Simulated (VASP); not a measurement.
Shape and ions are relaxed at each volume.

Energy against volume of CdSe (wurtzite). These are vdW-DF2, VASP's PBE PAW potentials (set 64) (plane waves; VASP 6.6.1) values and carry that method's errors.

| V (Å³/atom) | E (eV/atom) |
|---|---|
| 30.461 | -0.10055 |
| 31.434 | -0.11226 |
| 32.406 | -0.11589 |
| 33.378 | -0.11275 |
| 34.350 | -0.10401 |

**Question.** Fit a third-order Birch-Murnaghan equation of state.

**Answer.** 
| Quantity | Result |
|---|---|
| volume per atom | 32.41 Å^3/atom |
| bulk modulus | 36.9 GPa |
| pressure derivative of the bulk modulus | 5.12 |

Measured: bulk modulus 53.4 GPa (computed value off by -30.9 %), as given by Michael Grünwald et al., The Journal of Chemical Physics (2012), arXiv:1201.2992. The calculation is for a static lattice, while the measured bulk modulus holds thermal and zero-point effects, which are part of the difference.

The compound is CdSe in the wurtzite structure. It was relaxed first, which changed the volume by +15 %.
